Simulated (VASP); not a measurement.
Input:

```yaml
crystal:
  lattice:
    - [0.00000, 3.54922, 3.54922]
    - [3.54922, 0.00000, 3.54922]
    - [3.54922, 3.54922, 0.00000]
  atoms:
    - { symbol: Sr, position: [0.00000, 0.00000, 0.00000] }
    - { symbol: Cl, position: [0.25000, 0.25000, 0.25000] }
    - { symbol: Cl, position: [0.75000, 0.75000, 0.75000] }
```

Computed with PW91 GGA, VASP's PBE PAW potentials (set 64) (plane waves; VASP 6.6.1). Settings: 520 eV cut-off, 6×6×6 Γ-centred mesh, Gaussian smearing of 0.050 eV, potentials Sr_sv Cl.

Question: Estimate the energy per atom (σ→0), band gap (on the k-mesh) with the smallest direct gap where there is one.

Answer: 
```json
{
  "band gap (on the k-mesh)": "5.16 eV",
  "smallest direct gap (on the k-mesh)": "5.48 eV",
  "energy per atom (σ→0)": "-415.3 kJ/mol-atom"
}
```

The compound is SrCl2 in the fluorite structure. This cell is one point of a volume scan, at 1.03 of the reference volume.
